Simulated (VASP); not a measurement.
Write the native input for VASP 6.6.1 that does the following.

| Quantity | Value |
| --- | --- |
| Task | relaxation of cell and atoms |
| Functional | PBE |
| Potentials or basis | VASP PAW PBE potentials, release 64 (Ga_d, Sb) |
| Cutoff | 600 eV |
| k mesh | 10 × 10 × 10 |
| Occupations | gaussian, width 0.03 eV |
| Spin | no spin polarisation |
| Further INCAR settings | ALGO = Normal; EDIFF = 1e-07; IBRION = 2; EDIFFG = -0.005; NSW = 90; ISIF = 3 |

The structure of GaSb lies in POSCAR:

```
GaSb                                    
1.0
    0.0000000000      3.1084296416      3.1084296416
    3.1084296416      0.0000000000      3.1084296416
    3.1084296416      3.1084296416      0.0000000000
  Ga              Sb            
     1     1
Direct
     0.0000000000000000    0.0000000000000000    0.0000000000000000
     0.2500000000000000    0.2500000000000000    0.2500000000000000
```

The input as run:

INCAR

```
PREC = Accurate ; ENCUT = 600
EDIFF = 1E-7 ; ISMEAR = 0
SIGMA = 0.03 ; LREAL = False
LASPH = True ; NELM = 80
ALGO = Normal ; ISIF = 3
LWAVE = False ; LCHARG = False
GGA = PE ; IBRION = 2
NSW = 90 ; EDIFFG = -0.005
```

KPOINTS

```
Automatic mesh
0
Gamma
  10 10 10
```

Potentials or basis: VASP PAW PBE potentials, release 64 (Ga_d, Sb).

Launch:

```sh
$ cat potpaw_PBE.64/Ga_d/POTCAR potpaw_PBE.64/Sb/POTCAR > POTCAR
$ mpirun -np 1 vasp_std > vasp.out
```

It gave:

```
Pressure after relaxing : 0.0 GPa
Band gap on the k mesh  : none (metal or under the smearing width)
```

Caveat: the relaxation stopped at its first step, so nothing moved; this crystal is a semiconductor, whose small gap the functional closes, so the metal is an error of the method.

Wall time 29 s on 1 thread of Intel(R) Xeon(R) Platinum 8488C (Sapphire Rapids), with other jobs on the host, peak memory 0.23 GiB.
